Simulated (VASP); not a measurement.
Sn (beta) is relaxed at rising pressure, each step from the one before. Symmetry mostly holds the structure type, and other phases were not tried. The mesh follows the cell, and a change of mesh leaves a small step in the series.

Consider the following.

Space group I4₁/amd, origin choice 1 (No. 141); a = 5.926 Å, b = 5.926 Å, c = 3.228 Å, α = 90.00°, β = 90.00°, γ = 90.00°

```
atom  site  symmetry       x       y       z
----  ----  --------  ------  ------  ------
Sn      4a      -4m2  0.0000  0.0000  0.0000
```
(The calculation used a cell of 2 atoms; values per cell refer to that cell.)

Calculation: PBE GGA, VASP's PBE PAW potentials (set 64) (plane waves; VASP). Run with 500 eV cut-off, 13×13×13 Γ-centred mesh, first-order Methfessel-Paxton smearing of 0.10 eV, potentials Sn_d.

Unless said otherwise, spin-orbit coupling is left out, though it shifts the bands of the heavy elements here.

```csv
P (GPa),V (Å³/atom),H − H(0) (eV/atom),space group,gap on the mesh (eV),k-mesh
0,28.34,0.000,I4_1/amd,0.00,13×13×13
5,26.03,0.847,I4_1/amd,0.00,13×13×13
10,24.51,1.635,I4_1/amd,0.00,13×13×13
20,22.41,3.099,I4_1/amd,0.00,14×14×14
30,20.97,4.451,I4_1/amd,0.00,14×14×14
45,19.45,6.340,I4_1/amd,0.00,14×14×14
```

Pressures at which the relaxation failed are left out.

The compound is Sn in the beta structure.
